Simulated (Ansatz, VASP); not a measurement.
# Cross-check of SnGeO2 (CuAu-ordered zincblende type (invented)) between VASP and Ansatz, part 2 of 2

Wanted: the spread between two codes on one cell, functional and k mesh. The cell is generated by rule, not measured, and may not be a known phase. Of the first pair: The two relaxations start from unlike cells of this crystal (the structure described is Ansatz's start), so only their ends are compared.

VASP 6.6.1 and Ansatz 0.2.0.

So far: The structure; VASP: relaxation of cell and atoms, PBEsol, pair 1; Ansatz: relaxation of cell and atoms, PBEsol, pair 1.

## (4) Comparison

Known differences besides the potentials themselves: the cutoff is 420 eV in Ansatz and 600 eV in VASP; Ansatz makes its cores anew for this functional, VASP keeps those of its PBE data sets; Ansatz adds a Pulay correction to the stress that steers its cell, VASP none. Total energies have different zeros and are not compared.

The two programs side by side:

```tsv
quantity	Ansatz	VASP	difference
volume (Å³)	65.98	65.88	+0.16 %
edge a after relaxation, in the typed setting (Å)	3.073	3.068	+0.14 %
edge c after relaxation, in the typed setting (Å)	6.989	6.997	-0.11 %
```

## (5) VASP: relaxation of cell and atoms, PBEsol, pair 2

The relaxed volume is the usual yardstick between codes: in a stiff, nearly cubic crystal its relative difference is about their pressure difference at one cell divided by the bulk modulus. Its start cell is another than that of the pair before, and may be another structure of the material.

File INCAR:

```
SYSTEM = SnGeO2
PREC = Accurate
ENCUT = 600
EDIFF = 1E-07
NELM = 120
ISMEAR = 0
SIGMA = 0.1
LREAL = .FALSE.
ALGO = Normal
GGA = PS
NBANDS = 26
LORBIT = 11
LWAVE = .FALSE.
LCHARG = .FALSE.
ISIF = 3
IBRION = 2
NSW = 80
EDIFFG = -0.005
LASPH = .TRUE.
GGA_COMPAT = .FALSE.
NELMIN = 4
KPAR = 2
```

File POSCAR:

```
SnGeO2
1.0
    3.0725740000      0.0000000000      0.0000000000
    0.0000000000      3.0725740000      0.0000000000
    0.0000000000      0.0000000000      6.9889780000
Ge Sn O
1 1 2
Direct
    0.0000000000      0.0000000000      0.0000000000
    0.5000000000      0.5000000000      0.5000000000
    0.0000000000      0.5000000000      0.1414261141
    0.5000000000      0.0000000000      0.8585738859
```

File KPOINTS:

```
Automatic mesh
0
Gamma
14 14 6
0 0 0
```

PAW data sets: Ge_d, Sn_d and O (PBE family, release 64).

Command:

```console
$ mpirun -np 2 vasp_std
```

Numbers of over 12 decimals in the logs are rounded to 6 here.

What it wrote:

```text
[banner, memory and clock lines left out]
running    2 mpi-ranks, on    1 nodes
[...]
[... a notice as in an earlier step ...]

 LDA part: xc-table for (Slater+PW92), standard interpolation
 POSCAR, INCAR and KPOINTS ok, starting setup
[...]
entering main loop
       N       E                     dE             d eps       ncg     rms          rms(c)
DAV:   1     0.415703583483E+03    0.41570E+03   -0.22374E+04  8562   0.348E+03
DAV:   2     0.447782854072E+02   -0.37093E+03   -0.35795E+03  7856   0.728E+02
DAV:   3    -0.225048129088E+02   -0.67283E+02   -0.66410E+02  8360   0.214E+02
DAV:   4    -0.261896109618E+02   -0.36848E+01   -0.36631E+01  9212   0.561E+01
[...]
DAV:  13    -0.236086305912E+02   -0.14631E-06   -0.13588E-05 11338   0.493E-02    0.702E-03
DAV:  14    -0.236086299159E+02    0.67525E-06   -0.26487E-06  8810   0.149E-02    0.221E-03
DAV:  15    -0.236086298843E+02    0.31655E-07   -0.83498E-07 10034   0.835E-03
   1 F= -.23608630E+02 E0= -.23605619E+02  d E =-.236086E+02
[... from here on, the cycles between the ionic steps are left out ...]
   2 F= -.23609183E+02 E0= -.23606224E+02  d E =-.553161E-03
   3 F= -.23609333E+02 E0= -.23606422E+02  d E =-.703080E-03
   4 F= -.23609696E+02 E0= -.23606811E+02  d E =-.363379E-03
   5 F= -.23609892E+02 E0= -.23607036E+02  d E =-.558721E-03
   6 F= -.23609916E+02 E0= -.23607075E+02  d E =-.583249E-03
   7 F= -.23610106E+02 E0= -.23607292E+02  d E =-.189459E-03
   8 F= -.23610544E+02 E0= -.23607822E+02  d E =-.627686E-03
   9 F= -.23610862E+02 E0= -.23608345E+02  d E =-.946140E-03
  10 F= -.23610863E+02 E0= -.23608336E+02  d E =-.946490E-03
  11 F= -.23610845E+02 E0= -.23608329E+02  d E =0.179215E-04
  12 F= -.23610873E+02 E0= -.23608351E+02  d E =-.106341E-04
[...]
reached required accuracy - stopping structural energy minimisation
```

From OUTCAR (step 5):

```text
  Total       -0.0138129     -0.0138129      0.0043334      0.0000000     -0.0000000      0.0000000
  in kB       -0.3325350     -0.3325350      0.1043228      0.0000000     -0.0000000      0.0000000
  external PRESSURE =      -0.1869158 kB  Pullay stress =       0.0000000 kB

 POSITION                                       TOTAL-FORCE (eV/Angst)
 -----------------------------------------------------------------------------------
      0.00000     -0.00000      0.00000         0.000000      0.000000      0.000000
      1.52686      1.52686      3.56838         0.000000     -0.000000      0.000000
      0.00000      1.52686      0.99093         0.000000     -0.000000      0.001607
      1.52686     -0.00000      6.14583        -0.000000      0.000000     -0.001607
 -----------------------------------------------------------------------------------
    total drift:                                0.000000      0.000000     -0.000000

  FREE ENERGIE OF THE ION-ELECTRON SYSTEM (eV)
  ---------------------------------------------------
  free  energy   TOTEN  =       -23.6108733384 eV

  energy  without entropy=      -23.6058286652  energy(sigma->0) =      -23.60835100

[... 1 part as in an earlier step ...]

[... 3 further parts left out ...]
[key lines of the parts left out:]
E-fermi :   6.4169
```

## (6) Ansatz: relaxation of cell and atoms, PBEsol, pair 2

The same cell, functional, mesh and smearing now go to Ansatz, which takes its cutoff from its data sets.

The cell is taken from a series of runs on this material, whose earlier steps may have relaxed, scaled, displaced or heated it; both programs get it as it stands.

File input.yaml:

```yaml
crystal:
  lattice:
    - [3.0725744647, 0.0, 0.0]
    - [0.0, 3.0725744647, 0.0]
    - [0.0, 0.0, 6.9889775171]
  atoms:
    - { symbol: Ge, position: [0.0, 0.0, 0.0] }
    - { symbol: Sn, position: [0.5, 0.5, 0.5] }
    - { symbol: O, position: [0.0, 0.5, 0.1414261258] }
    - { symbol: O, position: [0.5, 0.0, 0.8585738742] }
kpoints:
  mp_grid: { grid: [14, 14, 6] }
hamiltonian:
  xc: pbesol
scf:
  occupations: { method: gaussian, width: 0.1 }
output:
  forces: true
  stress: true
  eigenvalues: true
  write_density: true
  write_potential: true
  elf: true
  volumetric_format: npy
relax:
  adjacent_minimum: "off"
  f_tol: 0.005
  max_steps: 80
  cell: { stress_tol: 0.05 }
```

Command:

```console
$ ansatz run input.yaml --threads 2 --pin off --max-ram 5120MiB --backend cpu --events-out ev --progress --plain --runs-dir out
```

What it wrote:

```text
[...]
Crystal: 4 atoms, lattice volume = 65.981 Å³
Basis set: ecut = 420 eV, 1287 PW (Γ), exchange–correlation on 48×48×96 points (8 copies of the dense FFT grid, shifted against one another)
Bands: 24, of which v1, the nominal top of the filled ones, is band 20 counted from 1 (19 counted from 0)
Symmetry: 8 space group operations
[...]
k-points: 144 of 1176 (time reversal used)
[...]
--- Relaxed structure (7 steps of the walk, 7 accepted, 2 SCFs on fresh bases) ---
[...]
cell:  # Å, volume = 67.0917 Å³
    - [3.045813, 0, -5.1945974832169255e-18]
    - [0, 3.045813, 0]
    - [-1.181579988953397e-17, 0, 7.232066]
  atoms:
    - { symbol: Ge, position: [0, 0, 0] }
    - { symbol: Sn, position: [0.5, 0.5, 0.500000] }
    - { symbol: O, position: [2.8601212853995757e-19, 0.5, 0.136896] }
    - { symbol: O, position: [0.5, 0, 0.863104] }
[key lines of the parts left out:]
SCF converged after 7 iterations
Free energy (F): -11323.851219 eV
Fermi energy:    9.328868 eV
P = ⅓ Tr σ = 0.0146 GPa (0.146 kbar)
```

## (7) Side by side

Compared:

```tsv
quantity	Ansatz	VASP	difference
volume (Å³)	67.09	66.55	+0.81 %
edge a after relaxation, in the typed setting (Å)	3.046	3.054	-0.26 %
edge c after relaxation, in the typed setting (Å)	7.232	7.137	+1.34 %
```

## (8) Summary of results

```yaml
difference_in_volume_relaxation_of_cell_and_atoms_pbesol_pair_1: 0.16 %
difference_in_edge_c_after_relaxation_in_the_typed_setting_relaxation_of_cell_and_atoms_pbesol_pair_2: 1.3 %
```

**Reading.** The difference in edge c after relaxation, in the typed setting is 1.3 % (relaxation of cell and atoms, PBEsol, pair 2), beyond the 1.2 % picked in this series as the mark of a large difference, as far as the stopping tolerances let one tell. Such differences can come from data sets, numerical settings and the points named under the comparisons, not from the functional's error against experiment.

[Lines on the potential files, build, host, timing and source positions are cut from VASP's logs without a mark.]

[Logs are printed without paths, hosts, clocks, repeated set-up lines and the standing remarks that a program may print on its own settings, such as how far it seeks lower states.]

[Hosts, paths, dates, database ids (printed as entryN), source tags and the programs' standing remarks are cut or masked in the printed files.]
